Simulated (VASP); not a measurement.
Data:

```
CELL_PARAMETERS angstrom
      2.90573     0.00000     0.00000
      0.00000     2.90573     0.00000
      0.00000     0.00000     2.90573
ATOMIC_POSITIONS crystal
  Al 0.50000 0.50000 0.50000
  Fe 0.00000 0.00000 0.00000
```

Level of theory: vdW-DF2, VASP's PBE PAW potentials (set 64) (plane waves; VASP). Settings: 520 eV cut-off, Gaussian smearing of 0.050 eV, potentials Al Fe.

### Question
Give the energies of bands 1 to 8 at the high-symmetry points, in eV from the Fermi level.

### Answer

| band | Γ | X | M | R |
|---|---|---|---|---|
| 1 | -10.03 | -5.99 | -4.57 | -3.14 |
| 2 | -1.98 | -5.62 | -2.04 | -3.14 |
| 3 | -1.98 | -1.36 | -1.85 | -3.14 |
| 4 | 0.14 | -0.81 | -1.85 | 0.92 |
| 5 | 0.14 | -0.81 | -0.56 | 0.92 |
| 6 | 0.14 | 0.25 | -0.56 | 3.29 |
| 7 | 6.35 | 1.28 | 0.88 | 3.29 |
| 8 | 6.35 | 8.84 | 3.47 | 3.29 |

It has no gap at this level: it comes out as a metal or semimetal.

The compound is FeAl in the CsCl type structure. It was relaxed first. The run is not spin-polarised, so no magnetic state was tried. The electron count is odd and the run is not spin-polarised, which forces a metal.
